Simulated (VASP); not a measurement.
Input:

```yaml
crystal:
  lattice:
    - [8.37199, 0.00000, 0.00000]
    - [-4.18600, 7.25036, 0.00000]
    - [0.00000, 0.00000, 6.28444]
  atoms:
    - { symbol: Y, position: [0.00000, 0.75652, 0.75000] }
    - { symbol: Y, position: [0.00000, 0.24348, 0.25000] }
    - { symbol: Y, position: [0.24348, 0.00000, 0.25000] }
    - { symbol: Y, position: [0.75652, 0.00000, 0.75000] }
    - { symbol: Y, position: [0.24348, 0.24348, 0.75000] }
    - { symbol: Y, position: [0.75652, 0.75652, 0.25000] }
    - { symbol: Y, position: [0.33333, 0.66667, 0.50000] }
    - { symbol: Y, position: [0.66667, 0.33333, 0.50000] }
    - { symbol: Y, position: [0.66667, 0.33333, 0.00000] }
    - { symbol: Y, position: [0.33333, 0.66667, 0.00000] }
    - { symbol: Si, position: [0.39444, 0.00000, 0.75000] }
    - { symbol: Si, position: [0.60556, 0.00000, 0.25000] }
    - { symbol: Si, position: [0.39444, 0.39444, 0.25000] }
    - { symbol: Si, position: [0.60556, 0.60556, 0.75000] }
    - { symbol: Si, position: [0.00000, 0.39444, 0.75000] }
    - { symbol: Si, position: [0.00000, 0.60556, 0.25000] }
```

Level of theory: PBEsol GGA, VASP's PBE PAW potentials (set 64) (plane waves; VASP 6.6.1). Settings: LREAL = Auto, 400 eV cut-off, 5×5×6 Γ-centred mesh, tetrahedra with Blöchl corrections, potentials Y_sv Si.

The cores are frozen, which limits the accuracy of field gradients.

Task: Give the principal components of the electric field gradient (V/Å²) and the asymmetry η at each nucleus.

Result: 
```csv
atom,Vxx,Vyy,Vzz,η
Y1,37.7,17.2,-54.9,0.37
Y2,37.7,17.2,-54.9,0.37
Y3,37.7,17.2,-54.9,0.37
Y4,37.7,17.2,-54.9,0.37
Y5,37.7,17.2,-54.9,0.37
Y6,37.7,17.2,-54.9,0.37
Y7,-3.7,-3.7,7.4,0.00
Y8,-3.7,-3.7,7.4,0.00
Y9,-3.7,-3.7,7.4,0.00
Y10,-3.7,-3.7,7.4,0.00
Si11,-16.3,-16.0,32.3,0.01
Si12,-16.3,-16.0,32.3,0.01
Si13,-16.3,-16.0,32.3,0.01
Si14,-16.3,-16.0,32.3,0.01
Si15,-16.3,-16.0,32.3,0.01
Si16,-16.3,-16.0,32.3,0.01
```

The structure comes from a computed database's Y5Si3 entry (P6_3/mcm); how it stands against other phases isn't given here. It was relaxed first.
